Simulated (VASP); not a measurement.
# BeH3F (P2_1/m) in VASP: single point with PBE

Aim: the single point of BeH3F with PBE.

Everything below comes from runs of VASP 6.6.1. Logs are shortened: lines on timing, memory, paths and dates and some standing lists are left out, and cuts for length are marked.

## (1) The crystal as given

It takes space group P2_1/m (No. 11, monoclinic). The conventional cell has a = 4.142 Å, b = 4.824 Å, c = 6.375 Å, α = 90.00°, β = 107.97°, γ = 90.00°. H (site symmetry m) has 1 Be at 1.12 Å as nearest neighbours. Around H (site symmetry 1) lie 1 Be at 1.12 Å. F (site symmetry m) has 9 H at 2.50 to 2.69 Å as nearest neighbours. Be (site symmetry m) is surrounded by 3 H at 1.12 Å.

The cell was built by a generator and needn't be a form met in nature.

## (2) Single point, PBE

INCAR reads:

```
PREC = Accurate
ENCUT = 520
EDIFF = 1E-6
ISMEAR = -1
SIGMA = 0.1
LREAL = F
LASPH = T
NELM = 100
ALGO = Fast
ISIF = 2
LWAVE = F
LCHARG = F
GGA = PE
NBANDS = 23
```

KPOINTS reads:

```
regular mesh
0
Gamma
  7 5 4
```

POSCAR reads:

```
BeH3F
1.0
    4.1419030000      0.0000000000      0.0000000000
    0.0000000000      4.8237010000      0.0000000000
   -1.9668620000      0.0000000000      6.0641840000
H F Be
6 2 2
Direct
    0.9070000000      0.2500000000      0.6392000000
    0.0930000000      0.7500000000      0.3608000000
    0.6969000000      0.4513000000      0.8276000000
    0.3031000000      0.9513000000      0.1724000000
    0.3031000000      0.5487000000      0.1724000000
    0.6969000000      0.0487000000      0.8276000000
    0.1822000000      0.7500000000      0.7690000000
    0.8178000000      0.2500000000      0.2310000000
    0.7610000000      0.2500000000      0.7614000000
    0.2390000000      0.7500000000      0.2386000000
```

Potentials or basis: VASP PAW PBE potentials, release 64 (H, F, Be).

On the command line:

```bash
$ cat potpaw_PBE.64/H/POTCAR potpaw_PBE.64/F/POTCAR potpaw_PBE.64/Be/POTCAR > POTCAR
$ mpirun -np 1 vasp_std > vasp.out
```

OUTCAR:

```text
PREC = Accurate
   ENCUT = 520
   EDIFF = 1E-6
   ISMEAR = -1
   LREAL = F
   LASPH = T
   NELM = 100
   ISIF = 2
   GGA = PE

 ion  position               nearest neighbor table
   1  0.907  0.250  0.639-   9 1.12
   2  0.093  0.750  0.361-  10 1.12
   3  0.697  0.451  0.828-   9 1.12
   4  0.303  0.951  0.172-  10 1.12
   5  0.303  0.549  0.172-  10 1.12
   6  0.697  0.049  0.828-   9 1.12
   7  0.182  0.750  0.769-
   8  0.818  0.250  0.231-
   9  0.761  0.250  0.761-   3 1.12   6 1.12   1 1.12
  10  0.239  0.750  0.239-   4 1.12   5 1.12   2 1.12

  LATTYP: Found a simple monoclinic cell.
 ALAT       =     4.1419030000
 B/A-ratio  =     1.1646098424
 C/A-ratio  =     1.5391901663
 COS(beta)  =    -0.3085188372

  Lattice vectors:

 A1 = (   4.1419030000,   0.0000000000,   0.0000000000)
 A2 = (   0.0000000000,   4.8237010000,   0.0000000000)
 A3 = (  -1.9668620000,   0.0000000000,   6.0641840000)

Analysis of symmetry for initial positions (statically):
=====================================================================
 Subroutine PRICEL returns:
 Original cell was already a primitive cell.

 Routine SETGRP: Setting up the symmetry group for a
 simple monoclinic supercell.

 Subroutine GETGRP returns: Found  4 space group operations
 (whereof  2 operations were pure point group operations)
 out of a pool of  4 trial point group operations.

The static configuration has the point symmetry S_2 .
 The point group associated with its full space group is C_2h.

Analysis of symmetry for dynamics (positions and initial velocities):
=====================================================================
 Subroutine PRICEL returns:
 Original cell was already a primitive cell.

 Routine SETGRP: Setting up the symmetry group for a
 simple monoclinic supercell.

 Subroutine GETGRP returns: Found  4 space group operations
 (whereof  2 operations were pure point group operations)
 out of a pool of  4 trial point group operations.

The dynamic configuration has the point symmetry S_2 .
[... 109 lines left out ...]
   ICHARG =      2    charge: 1-file 2-atom 10-const
   ISPIN  =      1    spin polarized calculation?
   LNONCOLLINEAR =      F non collinear calculations
   LSORBIT =      F    spin-orbit coupling
   LASPH  =      T    aspherical Exc in radial PAW
   ENCUT  =  520.0 eV  38.22 Ry    6.18 a.u.   7.70  8.97 11.85*2*pi/ulx,y,z
   NELM   =    100;   NELMIN=  2; NELMDL= -5     # of ELM steps
   EDIFF  = 0.1E-05   stopping-criterion for ELM
[... 8 lines left out ...]
   TEBEG  =    0.0;   TEEND  =   0.0 temperature during run
   PSTRESS=    0.0 pullay stress
   NELECT =      24.0000    total number of electrons
   NUPDOWN=      -1.0000    fix difference up-down
   EMIN   =  10.00;   EMAX   =-10.00  energy-range for DOS
   EFERMI =   0.00;   METHOD = LEGACY
   ISMEAR =    -1;   SIGMA  =   0.10  broadening in eV -4-tet -1-fermi 0-gaus
   EFERMI_NEDOS =   21; number of points for ismear=-14 and -15
   IALGO  =     68    algorithm
   IMIX   =      4    mixing-type and parameters
     AMIX     =   0.40;   BMIX     =  1.00
     AMIX_MAG =   1.60;   BMIX_MAG =  1.00
  volume/ion in A,a.u.               =      12.12        81.76
  Fermi-wavevector in a.u.,A,eV,Ry     =   0.954321  1.803405 12.391207  0.910728
  Thomas-Fermi vector in A             =   2.083057
   LORBIT       =      0    0 simple, 1 ext, 2 COOP (PROOUT), +10 PAW based schemes
   GGA     = PE    functional components
   LHFCALC =     F    Hartree Fock is set to
   AEXX    =    0.0000 exact exchange contribution
   IVDW    =     0    specifies the selected vdW correction
   LEPSILON=     F    determine dielectric tensor
   LRPA    =     F    only Hartree local field effects (RPA)
 non-spin polarized calculation
 RMM-DIIS sequential band-by-band and
  energy-cutoff  :      520.00
  volume of cell :      121.16
 maximum number of plane-waves:      3282
   NGX = 15   NGY = 17   NGZ = 23

 number of electron      23.9999996 magnetization

 Free energy of the ion-electron system (eV)
  ---------------------------------------------------
  ext. energy  EPLUGINS =         0.00000000
  ---------------------------------------------------
  free energy    TOTEN  =       -18.63609679 eV

  energy without entropy =      -18.28749167  energy(sigma->0) =      -18.46179423

 E-fermi :  -4.8040     XC(G=0):  -6.7580

 val. band max:       -4.8092777751   @ k =   0.4286   0.2000   0.0000
 cond. band min:      -4.7983917803   @ k =   0.4286   0.2000   0.5000
 fundamental gap:      0.0108859948
 Fermi energy:        -4.8040156980

 k-point     1 :       0.0000    0.0000    0.0000
  band No.  band energies     occupation
      1     -24.5151      2.00000
      2     -24.4961      2.00000
      3      -8.3297      2.00000
      4      -7.4132      2.00000
      5      -6.6827      2.00000
      6      -6.6742      2.00000
[... 613 lines left out ...]
     22       8.1761      0.00000
     23       9.3824      0.00000

 [... further k-points ...]

------------------------ aborting loop because EDIFF is reached ----------------------------------------

  FORCE on cell =-STRESS in cart. coord.  units (eV):
  Direction    XX          YY          ZZ          XY          YZ          ZX
  --------------------------------------------------------------------------------------
  -------------------------------------------------------------------------------------
  Total        7.9711609     17.9788876      6.6633891      0.0000000      0.0000000    -10.2174282
  in kB      105.4094348    237.7501097     88.1156568      0.0000000      0.0000000   -135.1137354
  external PRESSURE =     143.7584004 kB  Pullay stress =       0.0000000 kB

 VOLUME and BASIS-vectors are now :
 -----------------------------------------------------------------------------
  energy-cutoff  :      520.00
  volume of cell :      121.16
      direct lattice vectors                 reciprocal lattice vectors
     4.141903000  0.000000000  0.000000000     0.241434915  0.000000000  0.078307182
     0.000000000  4.823701000  0.000000000     0.000000000  0.207309699  0.000000000
    -1.966862000  0.000000000  6.064184000     0.000000000  0.000000000  0.164902648

 POSITION                                       TOTAL-FORCE (eV/Angst)
 -----------------------------------------------------------------------------------
      2.49949      1.20593      3.87623         4.665772      0.000000     -4.313538
     -0.32445      3.61778      2.18796        -4.665772      0.000000      4.313538
      1.25872      2.17694      5.01872        -2.382378      5.578555      2.245517
      0.91632      4.58879      1.04547         2.382378      5.578555     -2.245517
      0.91632      2.64676      1.04547         2.382378     -5.578555     -2.245517
      1.25872      0.23491      5.01872        -2.382378     -5.578555      2.245517
     -0.75786      3.61778      4.66336         0.054386      0.000000      0.089288
      2.93290      1.20593      1.40083        -0.054386      0.000000     -0.089288
      1.65442      1.20593      4.61727         0.056787      0.000000     -0.162176
      0.52062      3.61778      1.44691        -0.056787      0.000000      0.162176
 -----------------------------------------------------------------------------------
    total drift:                                0.000000     -0.000000      0.000000

  FREE ENERGIE OF THE ION-ELECTRON SYSTEM (eV)
  ---------------------------------------------------
  free  energy   TOTEN  =       -18.6360967887 eV

  energy  without entropy=      -18.2874916736  energy(sigma->0) =      -18.46179423
```

OSZICAR:

```text
N       E                     dE             d eps       ncg     rms          rms(c)
DAV:   1     0.101033686047E+03    0.10103E+03   -0.10528E+04  2070   0.869E+02
DAV:   2    -0.137838023666E+02   -0.11482E+03   -0.11200E+03  2759   0.185E+02
DAV:   3    -0.208119908420E+02   -0.70282E+01   -0.68154E+01  2665   0.448E+01
DAV:   4    -0.208655599735E+02   -0.53569E-01   -0.53538E-01  2301   0.459E+00
DAV:   5    -0.208659426133E+02   -0.38264E-03   -0.38262E-03  2679   0.379E-01    0.112E+01
RMM:   6    -0.226659352658E+02   -0.18000E+01   -0.38867E+00  2392   0.991E+00    0.137E+01
RMM:   7    -0.188473684107E+02    0.38186E+01   -0.30072E+00  2147   0.909E+00    0.389E+00
RMM:   8    -0.193145797085E+02   -0.46721E+00   -0.19625E+00  2461   0.716E+00    0.932E+00
RMM:   9    -0.186394462680E+02    0.67513E+00   -0.38673E-01  2446   0.327E+00    0.940E-01
RMM:  10    -0.187859896416E+02   -0.14654E+00   -0.27082E-01  2500   0.335E+00    0.373E+00
RMM:  11    -0.186653517203E+02    0.12064E+00   -0.38879E-02  2620   0.115E+00    0.184E+00
RMM:  12    -0.186345666893E+02    0.30785E-01   -0.24897E-02  2466   0.764E-01    0.152E-01
RMM:  13    -0.186373724325E+02   -0.28057E-02   -0.14847E-03  2461   0.240E-01    0.424E-01
RMM:  14    -0.186360719205E+02    0.13005E-02   -0.96356E-04  2491   0.163E-01    0.546E-02
RMM:  15    -0.186361996824E+02   -0.12776E-03   -0.49673E-04  2631   0.128E-01    0.105E-01
RMM:  16    -0.186360964963E+02    0.10319E-03   -0.45031E-05  2674   0.450E-02    0.976E-03
RMM:  17    -0.186360967887E+02   -0.29240E-06   -0.50961E-06  2464   0.148E-02
   1 F= -.18636097E+02 E0= -.18461794E+02  d E =-.348605E+00
```

stdout:

```text
POSCAR found type information on POSCAR H F Be
 POSCAR found :  3 types and      10 ions
 scaLAPACK will be used
 LDA part: xc-table for (Slater+PW92), standard interpolation
 POSCAR, INCAR and KPOINTS ok, starting setup
 FFT: planning ... GRIDC
 FFT: planning ... GRID_SOFT
 FFT: planning ... GRID
 WAVECAR not read
 entering main loop
```

It took 63 s on 1 thread of AMD EPYC 9R45 (Zen 5), shared host; peak memory 0.25 GiB.

What came out:

```yaml
Free_energy: -18.6361 eV
Pressure: 14.4 GPa
Largest_force: 6.468 eV/Å
Band_gap_on_the_k_mesh: none (metal or under the smearing width)
```

Forces on the atoms (eV/Å):
```
H    4.666  0.000 -4.314
H   -4.666  0.000  4.314
H   -2.382  5.579  2.246
H    2.382  5.579 -2.246
H    2.382 -5.579 -2.246
H   -2.382 -5.579  2.246
F    0.054  0.000  0.089
F   -0.054  0.000 -0.089
Be   0.057  0.000 -0.162
Be  -0.057  0.000  0.162
```

Levels at points of the mesh, in eV from the Fermi level:
```tsv
k point	band 8	band 9	band 10	band 11	band 12	band 13	band 14	band 15	band 16	band 17
(0.00, 0.00, 0.00)	-1.32	-1.07	-0.94	0.14	0.22	0.29	0.29	6.16	8.29	9.77
(0.00, 0.00, 0.50)	-1.08	-0.89	-0.87	-0.18	-0.17	0.24	0.25	6.73	7.07	10.52
```

Caveat: forces of over 1 eV/Å show positions far from the minimum, so gaps and moduli don't describe the material at rest.
